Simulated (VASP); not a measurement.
Here is the system:

```yaml
crystal:
  lattice:
    - [0.00000, 3.26844, 3.26844]
    - [3.26844, 0.00000, 3.26844]
    - [3.26844, 3.26844, 0.00000]
  atoms:
    - { symbol: Ag, position: [0.00000, 0.00000, 0.00000] }
    - { symbol: I, position: [0.25000, 0.25000, 0.25000] }
```

The numbers are results of rev-vdW-DF2, VASP's PBE PAW potentials (set 64) (plane waves; VASP), not measurements. Run with 520 eV cut-off, Gaussian smearing of 0.050 eV, potentials Ag I.

Unless said otherwise, spin-orbit coupling is left out, though it shifts the bands of the heavy elements here.

**Question.** Give the energies of bands 2 to 12 at the high-symmetry points, in eV from the valence-band maximum.

**Answer.** 
| band | Γ | X | U | L | W |
|---|---|---|---|---|---|
| 2 | -4.11 | -4.38 | -4.17 | -4.02 | -4.04 |
| 3 | -4.11 | -3.61 | -3.72 | -3.94 | -3.83 |
| 4 | -4.11 | -3.61 | -3.60 | -3.94 | -3.62 |
| 5 | -3.02 | -2.93 | -2.98 | -2.99 | -3.08 |
| 6 | -3.02 | -2.91 | -2.98 | -2.99 | -2.79 |
| 7 | 0.00 | -2.55 | -2.76 | -2.88 | -2.72 |
| 8 | 0.00 | -1.73 | -1.96 | -0.70 | -2.08 |
| 9 | 0.00 | -1.73 | -1.38 | -0.70 | -1.60 |
| 10 | 1.18 | 3.52 | 3.85 | 2.66 | 4.66 |
| 11 | 5.75 | 3.77 | 4.90 | 6.20 | 5.11 |
| 12 | 5.75 | 8.26 | 7.51 | 6.20 | 6.30 |

The gap is direct, 1.18 eV, from the valence maximum at Γ to the conduction minimum at Γ.

The compound is AgI in the zinc blende structure, whereas wurtzite is the usual form. It was relaxed first.
